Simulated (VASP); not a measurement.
Input:

```yaml
crystal:
  lattice:
    - [1.84510, -5.42323, 0.00000]
    - [1.84510, 5.42323, 0.00000]
    - [0.00000, 0.00000, 3.84075]
  atoms:
    - { symbol: Ag, position: [0.39793, 0.60207, 0.75000] }
    - { symbol: Ag, position: [0.60207, 0.39793, 0.25000] }
    - { symbol: Cl, position: [0.86487, 0.13513, 0.25000] }
    - { symbol: Cl, position: [0.13513, 0.86487, 0.75000] }
```

Computed with PBEsol GGA, VASP's PBE PAW potentials (set 64) (plane waves; VASP). Numerical set-up: 400 eV cut-off, 7×7×7 Γ-centred mesh, tetrahedra with Blöchl corrections, potentials Ag Cl.

**Question.** Estimate the energy per atom (σ→0).

**Answer.** 
```yaml
energy per atom (σ→0): -3015 meV/atom
```

The absolute energy has meaning only against runs of the same code, potentials and settings.

The structure comes from a computed database's AgCl entry (Cmcm); how it stands against other phases isn't given here. It was relaxed first, which changed the volume by -6 %.
